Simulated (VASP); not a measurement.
An input for Ansatz (written as the equivalent of a VASP run, and not itself run):

Ansatz 0.2 input:
```yaml
crystal:
  lattice:
    - [2.9500000, 0.0000000, 0.0000000]
    - [0.0000000, 2.9500000, 0.0000000]
    - [0.0000000, 0.0000000, 2.9500000]
  atoms:
    - { symbol: Zn, position: [0.5000000, 0.5000000, 0.5000000] }
    - { symbol: Cu, position: [0.0000000, 0.0000000, 0.0000000] }
kpoints:
  mp_grid: { grid: [15, 15, 15] }
hamiltonian:
  xc: lda
  pseudopotentials: { kind: paw }
scf:
  occupations: { method: gaussian, width: 0.272 }
  max_iter: 100
output: { forces: true, stress: true, eigenvalues: true }
```

Task: Translate this input to VASP (INCAR, KPOINTS, POSCAR, choice of POTCAR).

Result: Several could match; the one computed here: 
### KPOINTS
```
Automatic mesh
0
Gamma
15 15 15
0 0 0
```

File POSCAR:
```
CuZn
1
    2.9500000000     0.0000000000     0.0000000000
    0.0000000000     2.9500000000     0.0000000000
    0.0000000000     0.0000000000     2.9500000000
Zn Cu
1 1
Direct
  0.5000000000   0.5000000000   0.5000000000
  0.0000000000   0.0000000000   0.0000000000
```

INCAR:
```
SYSTEM = CuZn
PREC = Accurate
ENCUT = 300
EDIFF = 1E-6
NELM = 100
ALGO = Normal
LREAL = .FALSE.
LASPH = .TRUE.
ISMEAR = 0
SIGMA = 0.272
LMAXMIX = 4
LWAVE = .FALSE.
LCHARG = .FALSE.
ISIF = 2
```

POTCAR, in this order: Zn Cu (LDA.64 set). Program: vasp_std.

What does not carry over: each code has its own PAW files, so the cut-off isn't converted (ENCUT is set for VASP's; basis.ecutwfc is left out, and Ansatz then takes the one that its files recommend); Ansatz stops its SCF on the density residual and VASP on the energy change (EDIFF); Ansatz's lda is the Perdew-Wang form, while the LDA potentials of VASP carry Perdew-Zunger's.

The structure is a typed CuZn crystal (Pm-3m). The cell was not relaxed at this level. The run is one of a series of settings (GGA removed, POTCAR Zn Cu (LDA.64 set) against the base run), some of them coarse on purpose.
